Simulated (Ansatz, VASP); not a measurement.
# Two plane-wave programs on LaSc

```
La Sc
1.0
     3.94804    0.00000    0.00000
     0.00000    3.94804    0.00000
     0.00000    0.00000    3.94804
La Sc
1 1
Direct
  0.00000 0.00000 0.00000
  0.50000 0.50000 0.50000
```

The cell was built by a generator and needn't be a form met in nature.

Alike in both runs: task single point; functional PBE; k mesh 14 × 14 × 14; occupations gaussian, width 0.1 eV; no spin polarisation.

|  | VASP | Ansatz |
| --- | --- | --- |
| version | VASP 6.6.1 | Ansatz 0.2.0 |
| potentials or method | VASP PAW PBE potentials, release 64 (La, Sc_sv) | scalar-relativistic, plane waves, PAW |
| plane-wave cutoff (eV) | 520 | 420 |
| valence electrons in the cell | 22 | 22 |

```tsv
	VASP	Ansatz	Ansatz less VASP
gap on the k mesh at the Fermi level (eV)	none	none	-
pressure (GPa)	0.0	0.0	-0.05
```

A gap of «none» marks a metal or a gap that the smearing closes. With one functional, cell and mesh, what is left measures potentials, basis and numerics.

Spin-orbit coupling is left out, which matters for the levels of La.
